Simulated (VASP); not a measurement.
Output of a VASP run:

### OUTCAR
```
 ion  position               nearest neighbor table
   1  0.000  0.000  0.000-
   2  0.500  0.500  0.500-
  LATTYP: Found a face centered cubic cell.
 ALAT       =     3.9019800388
 Subroutine PRICEL returns:
 Original cell was already a primitive cell.
 Subroutine GETGRP returns: Found 48 space group operations
The static configuration has the point symmetry O_h .
The dynamic configuration has the point symmetry O_h .
 Subroutine INISYM returns: Found 48 space group operations
 Subroutine IBZKPT returns following result:
 Found     72 irreducible k-points:

 Following reciprocal coordinates:
            Coordinates               Weight
  0.000000  0.000000  0.000000      1.000000
  0.083333  0.000000  0.000000      8.000000
  0.166667  0.000000  0.000000      8.000000
  0.250000  0.000000  0.000000      8.000000
  0.333333  0.000000  0.000000      8.000000
  0.416667  0.000000  0.000000      8.000000
  0.500000  0.000000  0.000000      4.000000
  0.083333  0.083333  0.000000      6.000000
  0.166667  0.083333  0.000000     24.000000
  0.250000  0.083333  0.000000     24.000000
  0.333333  0.083333  0.000000     24.000000
  0.416667  0.083333  0.000000     24.000000
  0.500000  0.083333  0.000000     24.000000
 -0.416667  0.083333  0.000000     24.000000
 -0.333333  0.083333  0.000000     24.000000
 -0.250000  0.083333  0.000000     24.000000
 -0.166667  0.083333  0.000000     24.000000
 -0.083333  0.083333  0.000000     12.000000
  0.166667  0.166667  0.000000      6.000000
  0.250000  0.166667  0.000000     24.000000
  0.333333  0.166667  0.000000     24.000000
  0.416667  0.166667  0.000000     24.000000
  0.500000  0.166667  0.000000     24.000000
 -0.416667  0.166667  0.000000     24.000000
 -0.333333  0.166667  0.000000     24.000000
 -0.250000  0.166667  0.000000     24.000000
 -0.166667  0.166667  0.000000     12.000000
  0.250000  0.250000  0.000000      6.000000
  0.333333  0.250000  0.000000     24.000000
  0.416667  0.250000  0.000000     24.000000
  0.500000  0.250000  0.000000     24.000000
 -0.416667  0.250000  0.000000     24.000000
 -0.333333  0.250000  0.000000     24.000000
 -0.250000  0.250000  0.000000     12.000000
  0.333333  0.333333  0.000000      6.000000
  0.416667  0.333333  0.000000     24.000000
  0.500000  0.333333  0.000000     24.000000
 -0.416667  0.333333  0.000000     24.000000
 -0.333333  0.333333  0.000000     12.000000
  0.416667  0.416667  0.000000      6.000000
   k-points           NKPTS =     72   k-points in BZ     NKDIM =     72   number of bands    NBANDS=      6
   number of dos      NEDOS =    301   number of ions     NIONS =      2
   total plane-waves  NPLWV =  13824
   dimension x,y,z NGX =    24 NGY =   24 NGZ =   24
   dimension x,y,z NGXF=    48 NGYF=   48 NGZF=   48
   ions per type =               1   1
   PREC   = accura    normal or accurate (medium, high low for compatibility)
   ISTART =      0    job   : 0-new  1-cont  2-samecut
   ICHARG =      2    charge: 1-file 2-atom 10-const
   ISPIN  =      1    spin polarized calculation?
   LNONCOLLINEAR =      F non collinear calculations
   LSORBIT =      F    spin-orbit coupling
   INIWAV =      1    electr: 0-lowe 1-rand  2-diag
   ENCUT  =  520.0 eV  38.22 Ry    6.18 a.u.   5.13  5.13  5.13*2*pi/ulx,y,z
   NELM   =    100;   NELMIN=  2; NELMDL= -5     # of ELM steps
   EDIFF  = 0.1E-06   stopping-criterion for ELM
   LREAL  =      F    real-space projection
   NLSPLINE    = F    spline interpolate recip. space projectors
   LMAXMIX     =    2 max onsite mixed and CHGCAR
   VOSKOWN=      0    Vosko Wilk Nusair interpolation
   EDIFFG = 0.1E-05   stopping-criterion for IOM
   NSW    =      0    number of steps for IOM
   NBLOCK =      1;   KBLOCK =      1    inner block; outer block
   IBRION =     -1    ionic relax: 0-MD 1-quasi-New 2-CG
...
```

**OSZICAR**
```
       N       E                     dE             d eps       ncg     rms          rms(c)
DAV:   1    -0.209499805635E+01   -0.20950E+01   -0.14977E+03   900   0.596E+02
DAV:   2    -0.667712025222E+01   -0.45821E+01   -0.45059E+01  1236   0.639E+01
DAV:   3    -0.675511642093E+01   -0.77996E-01   -0.77996E-01   996   0.800E+00
DAV:   4    -0.675596916197E+01   -0.85274E-03   -0.85274E-03  1236   0.725E-01
DAV:   5    -0.675597649346E+01   -0.73315E-05   -0.73315E-05  1038   0.382E-02    0.285E+00
DAV:   6    -0.656177990524E+01    0.19420E+00   -0.17180E-01  1020   0.180E+00    0.142E+00
DAV:   7    -0.649546416359E+01    0.66316E-01   -0.21439E-01  1146   0.217E+00    0.210E-01
DAV:   8    -0.649638208764E+01   -0.91792E-03   -0.52143E-03   996   0.665E-01    0.507E-02
DAV:   9    -0.649631651402E+01    0.65574E-04   -0.35268E-04  1260   0.105E-01    0.931E-03
DAV:  10    -0.649631581981E+01    0.69421E-06   -0.77160E-06  1002   0.270E-02    0.294E-03
DAV:  11    -0.649631592298E+01   -0.10317E-06   -0.26521E-07  1038   0.539E-03    0.692E-04
DAV:  12    -0.649631594660E+01   -0.23621E-07   -0.83796E-09   510   0.123E-03
   1 F= -.64963159E+01 E0= -.64963159E+01  d E =-.115241E-10
```

OUTCAR:
```
------------------------ aborting loop because EDIFF is reached ----------------------------------------
  FORCE on cell =-STRESS in cart. coord.  units (eV):
  Direction    XX          YY          ZZ          XY          YZ          ZX
  --------------------------------------------------------------------------------------
  Total       -0.0003601     -0.0003601     -0.0003601      0.0000000      0.0000000     -0.0000000
  in kB       -0.0388424     -0.0388424     -0.0388424      0.0000000      0.0000000     -0.0000000
  external PRESSURE =      -0.0388424 kB  Pullay stress =       0.0000000 kB
  volume of cell :       14.85
      direct lattice vectors                 reciprocal lattice vectors
     0.000000000  1.950990019  1.950990019    -0.256280142  0.256280142  0.256280142
     1.950990019  0.000000000  1.950990019     0.256280142 -0.256280142  0.256280142
     1.950990019  1.950990019  0.000000000     0.256280142  0.256280142 -0.256280142
  FREE ENERGIE OF THE ION-ELECTRON SYSTEM (eV)
  ---------------------------------------------------
  free  energy   TOTEN  =        -6.4963159466 eV

  energy  without entropy=       -6.4963159466  energy(sigma->0) =       -6.49631595
```
(Selected blocks of OUTCAR.)

### POSCAR
```
LiH
1
    0.0000000000     1.9509900194     1.9509900194
    1.9509900194     0.0000000000     1.9509900194
    1.9509900194     1.9509900194     0.0000000000
Li H
1 1
Direct
  0.0000000000   0.0000000000   0.0000000000
  0.5000000000   0.5000000000   0.5000000000
```

Q: Reconstruct the remaining input files.

A: Several could match; the one computed here: the input of the run itself, LDA (Ceperley-Alder, Perdew-Zunger), plane waves, VASP's LDA PAW potentials (set 64).

**KPOINTS**
```
Regular mesh
0
G
 12 12 12
```

### INCAR
```
SYSTEM=LiH
PREC=Accurate; ENCUT=520; LREAL=.FALSE.
LASPH=.TRUE.
EDIFF=1E-7; NELM=100; ALGO=Normal
ISMEAR=0; SIGMA=0.05
ISIF=2
LWAVE=.FALSE.; LCHARG=.FALSE.
```

POTCAR, in this order: Li_sv H (LDA.64 set). Program: vasp_std.

The compound is LiH in the rock salt structure. It was relaxed first, which changed the volume by -13 %.
